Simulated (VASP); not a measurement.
An input for Ansatz (written as the equivalent of a VASP run, and not itself run):

Ansatz 0.2 input:
```yaml
crystal:
  lattice:
    - [-1.5706377, 1.5706377, 1.5706377]
    - [1.5706377, -1.5706377, 1.5706377]
    - [1.5706377, 1.5706377, -1.5706377]
  atoms:
    - { symbol: W, position: [0.0000000, 0.0000000, 0.0000000] }
kpoints:
  mp_grid: { grid: [16, 16, 16] }
hamiltonian:
  xc: r2scan
  pseudopotentials: { kind: paw }
scf:
  occupations: { method: methfessel_paxton, width: 0.1 }
  max_iter: 100
relax:
  max_steps: 40
  f_tol: 0.02
  cell: { p_target: 20 }
output: { forces: true, stress: true, eigenvalues: true }
```

Translate this input to VASP (INCAR, KPOINTS, POSCAR, choice of POTCAR).

One answer among several that fit: 
**KPOINTS**
```
Automatic mesh
0
Gamma
16 16 16
0 0 0
```

INCAR:
```
ALGO = Normal
EDIFF = 1E-6
EDIFFG = -0.02
ENCUT = 500
IBRION = 2
ISIF = 3
ISMEAR = 1
LASPH = .True.
LCHARG = .False.
LMAXMIX = 6
LMIXTAU = .True.
LREAL = .False.
LWAVE = .False.
METAGGA = R2SCAN
NELM = 100
NSW = 40
PREC = Accurate
PSTRESS = 200
SIGMA = 0.1
SYSTEM = W
```

**POSCAR**
```
W
1.0
 -1.5706377295   1.5706377295   1.5706377295
  1.5706377295  -1.5706377295   1.5706377295
  1.5706377295   1.5706377295  -1.5706377295
W
1
Cartesian
  0.0000000000   0.0000000000   0.0000000000
```

POTCAR, in this order: W_sv (PBE.64 set). Program: vasp_std.

What does not carry over: each code has its own PAW files, so the cut-off isn't converted (ENCUT is set for VASP's; basis.ecutwfc is left out, and Ansatz then takes the one that its files recommend); Ansatz stops its SCF on the density residual and VASP on the energy change (EDIFF).

The compound is W in the bcc structure. This run relaxes it under an external pressure of 20 GPa. Symmetry was kept, so distortions that lower it aren't found.
